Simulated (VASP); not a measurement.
```yaml
crystal:
  lattice:
    - [0.00000, 2.51521, 2.51521]
    - [2.51521, 0.00000, 2.51521]
    - [2.51521, 2.51521, 0.00000]
  atoms:
    - { symbol: Sc, position: [0.00000, 0.00000, 0.00000] }
    - { symbol: C, position: [0.25000, 0.25000, 0.25000] }
```

Level of theory: PBEsol GGA, VASP's PBE PAW potentials (set 64) (plane waves; VASP). Settings: 520 eV cut-off, Gaussian smearing of 0.050 eV, potentials Sc_sv C.

### Question
Give the energies of bands 6 to 10 at the high-symmetry points, in eV from the Fermi level.

### Answer

```tsv
band	Γ	X	U	L	W
6	-0.81	-2.45	-1.89	-1.95	-1.64
7	-0.81	0.53	-0.22	-0.37	-0.53
8	-0.81	0.53	0.27	-0.37	0.47
9	4.21	1.92	2.19	4.62	1.92
10	4.21	5.11	4.48	4.62	4.08
```

It has no gap at this level: it comes out as a metal or semimetal.

The structure was generated: ScC was put into the zinc blende type (F-43m), which need not be its known phase. It was relaxed first, which changed the volume by -31 %. The electron count is odd and the run is not spin-polarised, which forces a metal.
